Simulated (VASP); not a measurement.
# How SCF solver and precision settings change a VASP run on Se, part 3 of 3

Aim: find what the SCF solver and precision settings change for Se, and what they cost. The series runs use PBEsol. This is not the structure that Se takes at ambient conditions. The start is a computed cell from the Materials Project.

VASP 6.6.1; PBEsol; plane waves and PAW (Se).

Still holding for the runs below: The k-mesh is coarse for a metal.

So far. Step 15 (Precision settings: PREC = Accurate): Against the first of the series the energy moves by -0.11 meV an atom and the pressure by -0.01 GPa, after 9 cycles in 1.8 s. Step 16 (Precision settings: LREAL = Auto): Against PREC = Accurate, on which this run builds, the energy moves by -0.55 meV an atom and the pressure by -0.17 GPa, after 9 cycles in 2.4 s.

The starting crystal is not the ambient structure of Se (space group No. 152 or space group No. 154); it is a model or a phase of other conditions.

## Step 17: Precision settings: ADDGRID on

The input, INCAR:

```
SYSTEM = Se
PREC = Accurate
ENCUT = 400
EDIFF = 1E-06
NELM = 100
ISMEAR = -1
SIGMA = 0.05
LREAL = .FALSE.
ALGO = Normal
GGA = PS
NBANDS = 9
LORBIT = 11
LWAVE = .FALSE.
LCHARG = .FALSE.
KPAR = 2
ISIF = 2
ADDGRID = .TRUE.
```

The input, POSCAR:

```
Se
1.0
   -1.7034486149      1.7034486149      1.7034486149
    1.7034486149     -1.7034486149      1.7034486149
    1.7034486149      1.7034486149     -1.7034486149
Se
1
Direct
    0.0000000000      0.0000000000      0.0000000000
```

The input, KPOINTS:

```
Automatic mesh
0
Gamma
9 9 9
0 0 0
```

PAW data sets: Se (PBE family, release 64).

Launch:

```bash
mpirun -np 2 vasp_std
```

The program printed:

```text
[... set-up lines as in an earlier step ...]
 entering main loop
       N       E                     dE             d eps       ncg     rms          rms(c)
DAV:   1     0.789463479499E+01    0.78946E+01   -0.25443E+03   630   0.459E+02
DAV:   2    -0.315464853156E+01   -0.11049E+02   -0.10597E+02   879   0.713E+01
DAV:   3    -0.341008993387E+01   -0.25544E+00   -0.24596E+00   739   0.927E+00
DAV:   4    -0.341060527700E+01   -0.51534E-03   -0.51532E-03   862   0.446E-01
DAV:   5    -0.341060562490E+01   -0.34790E-06   -0.34756E-06   716   0.111E-02    0.347E+00
DAV:   6    -0.340868325907E+01    0.19224E-02   -0.29753E-03   688   0.277E-01    0.205E+00
DAV:   7    -0.340836670232E+01    0.31656E-03   -0.48523E-03   694   0.359E-01    0.772E-02
DAV:   8    -0.340835048554E+01    0.16217E-04   -0.14656E-04   690   0.683E-02    0.739E-03
DAV:   9    -0.340835061695E+01   -0.13141E-06   -0.11959E-06   811   0.887E-03
   1 F= -.34083506E+01 E0= -.34066282E+01  d E =-.344482E-02
```

Wall time 3.2 s (2 MPI ranks of Intel Xeon Platinum 8488C (Sapphire Rapids), shared host); peak memory 0.3 GiB.

Parts of OUTCAR (step 17):

```text
  Total       -0.1724684     -0.1724684     -0.1724684      0.0000000     -0.0000000      0.0000000
  in kB      -13.9756808    -13.9756808    -13.9756808      0.0000000     -0.0000000      0.0000000
  external PRESSURE =     -13.9756808 kB  Pullay stress =       0.0000000 kB

  FREE ENERGIE OF THE ION-ELECTRON SYSTEM (eV)
  ---------------------------------------------------
  free  energy   TOTEN  =        -3.4083506170 eV

  energy  without entropy=       -3.4049057954  energy(sigma->0) =       -3.40662821

[... 3 parts as in an earlier step ...]

[... 1 further part left out ...]
[key lines of the parts left out:]
E-fermi :   5.6004
```

Against PREC = Accurate, on which this run builds, the energy stays within 0.01 meV an atom and the pressure within 0.01 GPa, after 9 cycles in 3.2 s.

## Step 18: Precision settings: LASPH on

INCAR: that of step 17 with these lines changed.

```diff
@@ -16,2 +16,2 @@
 ISIF = 2
-ADDGRID = .TRUE.
+LASPH = .TRUE.
```

POSCAR is that of step 17.

KPOINTS is that of step 17.

Launch:

```bash
mpirun -np 2 vasp_std
```

The program printed:

```text
[... set-up lines as in an earlier step ...]
 entering main loop
       N       E                     dE             d eps       ncg     rms          rms(c)
[... 1 cycle as in an earlier step ...]
DAV:   2    -0.315464915893E+01   -0.11049E+02   -0.10597E+02   879   0.713E+01
DAV:   3    -0.341009056375E+01   -0.25544E+00   -0.24596E+00   739   0.927E+00
DAV:   4    -0.341060590680E+01   -0.51534E-03   -0.51532E-03   862   0.446E-01
DAV:   5    -0.341060625463E+01   -0.34783E-06   -0.34756E-06   716   0.111E-02    0.347E+00
DAV:   6    -0.340868665169E+01    0.19196E-02   -0.29754E-03   688   0.277E-01    0.205E+00
DAV:   7    -0.340837009226E+01    0.31656E-03   -0.48522E-03   694   0.359E-01    0.772E-02
DAV:   8    -0.340835387425E+01    0.16218E-04   -0.14652E-04   691   0.683E-02    0.740E-03
DAV:   9    -0.340835400658E+01   -0.13233E-06   -0.11961E-06   812   0.887E-03
   1 F= -.34083540E+01 E0= -.34066316E+01  d E =-.344487E-02
```

The job ended after 2.2 s (2 MPI ranks; peak memory 0.23 GiB; 3.5 s of CPU time).

From OUTCAR (step 18):

```text
  Total       -0.1723656     -0.1723656     -0.1723656      0.0000000      0.0000000     -0.0000000
  in kB      -13.9673501    -13.9673501    -13.9673501      0.0000000      0.0000000     -0.0000000
  external PRESSURE =     -13.9673501 kB  Pullay stress =       0.0000000 kB

 POSITION                                       TOTAL-FORCE (eV/Angst)
 -----------------------------------------------------------------------------------
      0.00000      0.00000      0.00000         0.000000      0.000000     -0.000000
 -----------------------------------------------------------------------------------
    total drift:                                0.000000      0.000000     -0.000000

  FREE ENERGIE OF THE ION-ELECTRON SYSTEM (eV)
  ---------------------------------------------------
  free  energy   TOTEN  =        -3.4083540066 eV

  energy  without entropy=       -3.4049091340  energy(sigma->0) =       -3.40663157

[... 2 parts as in an earlier step ...]

[... 1 further part left out ...]
[key lines of the parts left out:]
E-fermi :   5.6004
```

Against PREC = Accurate, on which this run builds, the energy stays within 0.01 meV an atom and the pressure within 0.01 GPa, after 9 cycles in 2.2 s.

## Step 19: The precision settings series as a table

This step: convergence of PBEsol results with the precision; plane waves and PAW (VASP 6.6.1).

No new run; the numbers come from the runs before.

Differences are taken from the run with PREC = Normal; the rows on LREAL, ADDGRID and LASPH hold PREC = Accurate and are best read against that row. Results of the series, by row:

```
         setting     status  energy less the reference (meV/atom)  pressure (GPa)  SCF cycles  wall time (s)
      PREC = Low  converged                                0.1214          -1.386           9              1
   PREC = Medium  converged                              -0.05873          -1.383           9            1.2
   PREC = Normal  converged                                     0            -1.4           9            1.2
   PREC = Single  converged                              -0.05132          -1.384           9            1.8
 PREC = Accurate  converged                               0.01538          -1.397           9            1.8
    LREAL = Auto  converged                               -0.5334           -1.57           9            2.4
ADDGRID = .TRUE.  converged                               0.01605          -1.398           9            3.2
  LASPH = .TRUE.  converged                               0.01269          -1.397           9            2.2
```

## Step 20: Summary of results

- fewest SCF cycles: ALGO = Normal; ALGO = Fast (9)
- most SCF cycles among converged runs: IMIX = 1, AMIX = 0.2 (23)
- spread of the pressure over the SCF solver: 0.0469 GPa
- spread of the energy over the SCF solver: 0.00278 meV/atom
- spread of the pressure over the precision settings: 0.187 GPa
- spread of the energy over the precision settings: 0.655 meV/atom

**Reading.** All SCF solvers that converged agree within 0.05 meV an atom. No setting beats the 1.8 s of ALGO = Normal by a fifth or more; the slowest converged run is IMIX = 1, AMIX = 0.2, at 3 s. On a shared host such times are rough. Among the precision settings, LREAL = Auto moves the energy most against PREC = Accurate (-0.5 meV an atom), and LREAL = Auto the pressure (-0.17 GPa). The fastest converged run is PREC = Low, at 1 s against 1.8 s; on a shared host such times are rough. LREAL = Auto is slower here: projection in real space pays only in large cells. Forces vanish by symmetry in this cell, so the series can't test them.

[Lines on the potential files, build, host, timing and source positions are cut from VASP's logs without a mark.]

[Logs are printed without paths, hosts, clocks, repeated set-up lines and the standing remarks that a program may print on its own settings, such as how far it seeks lower states.]

[Hosts, paths, dates, database ids (printed as entryN), source tags and the programs' standing remarks are cut or masked in the printed files.]

[A measured line is paired with the nearest computed mode of its activity, which favours agreement.]

[In band tables of VASP the shares of atoms and orbitals are scaled to a sum of 1 inside the atoms' spheres.]
